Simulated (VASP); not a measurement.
Consider the following.

```
CELL_PARAMETERS angstrom
      2.97466     0.00000     0.00000
      0.00000     2.97466     0.00000
      0.00000     0.00000     2.97466
ATOMIC_POSITIONS crystal
  Ru 0.00000 0.00000 0.00000
  Al 0.50000 0.50000 0.50000
```

All values below come from PBEsol GGA, VASP's PBE PAW potentials (set 64) (plane waves; VASP 6.6.1). Numerical set-up: 400 eV cut-off, 14×14×14 Γ-centred mesh, tetrahedra with Blöchl corrections, potentials Ru_pv Al.

Question: Tabulate the total density of states (states/eV per cell) against energy (eV; zero at the valence-band maximum or, without a gap, the Fermi level).

Answer: 
(E (eV), DOS (states/eV)): (-9.98, 0.00); (-9.86, 0.00); (-9.62, 0.05); (-9.50, 0.07); (-9.26, 0.10); (-9.14, 0.12); (-8.90, 0.15); (-8.78, 0.16); (-8.66, 0.17); (-8.42, 0.19); (-8.30, 0.21); (-8.06, 0.23); (-7.94, 0.24); (-7.82, 0.26); (-7.58, 0.29); (-7.46, 0.31); (-7.22, 0.34); (-7.10, 0.36); (-6.86, 0.41); (-6.74, 0.44); (-6.62, 0.47); (-6.38, 0.59); (-6.26, 0.67); (-6.02, 1.71); (-5.90, 1.59); (-5.78, 1.34); (-5.54, 0.67); (-5.42, 0.56); (-5.18, 0.41); (-5.06, 0.37); (-4.82, 0.32); (-4.70, 0.34); (-4.58, 0.50); (-4.34, 0.84); (-4.22, 0.97); (-3.98, 1.57); (-3.86, 2.11); (-3.74, 2.28); (-3.50, 2.62); (-3.38, 2.39); (-3.14, 1.58); (-3.02, 1.56); (-2.78, 1.95); (-2.66, 1.67); (-2.54, 1.23); (-2.30, 0.73); (-2.18, 0.86); (-1.94, 2.17); (-1.82, 2.64); (-1.70, 2.93); (-1.46, 1.55); (-1.34, 1.41); (-1.10, 3.12); (-0.98, 3.84); (-0.74, 3.19); (-0.62, 2.73); (-0.50, 2.36); (-0.26, 2.04); (-0.14, 1.84); (0.10, 1.58); (0.22, 1.24); (0.34, 0.87); (0.58, 0.41); (0.70, 0.37); (0.94, 0.32); (1.06, 0.32); (1.30, 0.23); (1.42, 0.19); (1.54, 0.16); (1.78, 0.33); (1.90, 0.38); (2.14, 0.56); (2.26, 1.03); (2.38, 1.82); (2.62, 1.22); (2.74, 1.04); (2.98, 0.87); (3.10, 0.78); (3.34, 0.65); (3.46, 0.61)
Within 2 eV below the Fermi level the largest weight inside VASP's projection spheres is Ru d.

The structure was generated: RuAl was put into the CsCl type type (Pm-3m), which need not be its known phase. It was relaxed first, which changed the volume by -37 %. The electron count is odd and the run is not spin-polarised, which forces a metal.
